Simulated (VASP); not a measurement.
Consider the following.

```xyz
4
Lattice="1.6730 -5.3000 0.0000 1.6730 5.3000 0.0000 0.0000 0.0000 4.3142" Properties=species:S:1:pos:R:3 pbc="T T T"
P      1.6730     4.2199     3.9822
P      1.6730     1.0801     1.8251
P      1.6730    -1.0801     2.4891
P      1.6730    -4.2199     0.3320
```

Computed with AM05 GGA, VASP's PBE PAW potentials (set 64) (plane waves; VASP). Run with 520 eV cut-off, 7×7×5 Γ-centred mesh, Gaussian smearing of 0.050 eV, potentials P.

Without a dispersion term in the relaxation, distances and binding between the weakly bound layers, chains or molecules are unreliable, and so is what depends on them.

Problem. The ions and cell shape at fixed volume are relaxed. Give the cell that the relaxation ends in.

Solution. 
```xyz
4
Lattice="1.6504 -5.3380 0.0000 1.6504 5.3380 0.0000 0.0000 0.0000 4.3421" Properties=species:S:1:pos:R:3 pbc="T T T"
P      1.6504     4.2710     3.9972
P      1.6504     1.0670     1.8261
P      1.6504    -1.0670     2.5160
P      1.6504    -4.2710     0.3449
```
Space group Cmce (64), at a tolerance of 0.03 Å.

Problem. How much energy does the relaxation gain?

Solution. The energy (σ→0) changes by -3.7 meV/atom, in 7 ionic steps.

| step | E(σ→0) (eV) | max force (eV/Å) | pressure (GPa) | volume (Å³) |
|---|---|---|---|---|
| 1 | -22.1147 | 0.235 | -2.32 | 76.51 |
| 2 | -22.1243 | 0.116 | -1.42 | 76.51 |
| 3 | -22.1269 | 0.123 | -0.66 | 76.51 |
| 4 | -22.1288 | 0.063 | -0.28 | 76.51 |
| 5 | -22.1290 | 0.026 | -0.37 | 76.51 |
| 6 | -22.1293 | 0.011 | -0.32 | 76.51 |
| 7 | -22.1293 | 0.002 | -0.33 | 76.51 |

The compound is P in the black structure. This cell is one point of a volume scan, at 1.03 of the reference volume. Symmetry was kept, so distortions that lower it aren't found.
